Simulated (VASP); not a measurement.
A VASP calculation is set up with these files.

**INCAR**
```
# general
SYSTEM  = SrO
PREC    = Accurate
ENCUT   = 600
LREAL   = .FALSE.
LASPH   = .TRUE.

# electronic loop
EDIFF   = 1E-7
NELM    = 100
ALGO    = Normal
LMAXMIX = 4

# smearing
ISMEAR  = 0
SIGMA   = 0.05

# functional
GGA     = PS

# ions
IBRION  = 2
NSW     = 40
ISIF    = 3
EDIFFG  = -0.01
PSTRESS = 100

# output
LWAVE   = .FALSE.
LCHARG  = .FALSE.
```

File KPOINTS:
```
Automatic mesh
0
Gamma
8 8 8
0 0 0
```

### POSCAR
```
SrO
1.0
  0.0000000000   2.5669795706   2.5669795706
  2.5669795706   0.0000000000   2.5669795706
  2.5669795706   2.5669795706   0.0000000000
Sr O
1 1
Cartesian
  0.0000000000   0.0000000000   0.0000000000
  2.5669795706   2.5669795706   2.5669795706
```

POTCAR, in this order: Sr_sv O (PBE.64 set). Program: vasp_std.

Q: Translate this PBEsol calculation to Ansatz.

A: One equivalent input (not run):
Ansatz 0.2 input:
```yaml
crystal:
  lattice:
    - [0.0000000, 2.5669796, 2.5669796]
    - [2.5669796, 0.0000000, 2.5669796]
    - [2.5669796, 2.5669796, 0.0000000]
  atoms:
    - { symbol: Sr, position: [0.0000000, 0.0000000, 0.0000000] }
    - { symbol: O, position: [0.5000000, 0.5000000, 0.5000000] }
kpoints:
  mp_grid: { grid: [8, 8, 8] }
hamiltonian:
  xc: pbesol
  pseudopotentials: { kind: paw }
scf:
  occupations: { method: gaussian, width: 0.05 }
  max_iter: 100
relax:
  max_steps: 40
  f_tol: 0.01
  cell: { p_target: 10 }
output: { forces: true, stress: true, eigenvalues: true }
```
The two are equivalent in intent, not identical: each code has its own PAW files, so the cut-off isn't converted (ENCUT is set for VASP's; basis.ecutwfc is left out, and Ansatz then takes the one that its files recommend); Ansatz stops its SCF on the density residual and VASP on the energy change (EDIFF).

The compound is SrO in the rock salt structure. This run relaxes it under an external pressure of 10 GPa. Symmetry was kept, so distortions that lower it aren't found.
